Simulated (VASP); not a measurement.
Consider the following.

```
CELL_PARAMETERS angstrom
      3.46656     0.00000     0.00000
      0.00000     3.46656     0.00000
      0.00000     0.00000     3.46656
ATOMIC_POSITIONS crystal
  Si 0.00000 0.00000 0.00000
  Ni 0.00000 0.50000 0.50000
  Ni 0.50000 0.00000 0.50000
  Ni 0.50000 0.50000 0.00000
```

The numbers are results of PBE GGA with D3 dispersion (Becke-Johnson damping), VASP's PBE PAW potentials (set 64) (plane waves; VASP 6.6.1), not measurements. Run with 520 eV cut-off, 8×8×8 Γ-centred mesh, first-order Methfessel-Paxton smearing of 0.10 eV, potentials Si Ni.

Problem. Estimate the energy per atom (σ→0), band gap (on the k-mesh) with the smallest direct gap where there is one.

Solution. 
| Item | Result |
|---|---|
| band gap (on the k-mesh) | none (metal, semimetal or under 0.01 eV) |
| energy per atom (σ→0) | -619.7 kJ/mol-atom |

Only differences to runs with the same potentials and settings are physical.

The compound is Ni3Si in the L1_2 structure. It was relaxed first. The start is the result of an earlier pass. The run is not spin-polarised, so no magnetic state was tried.
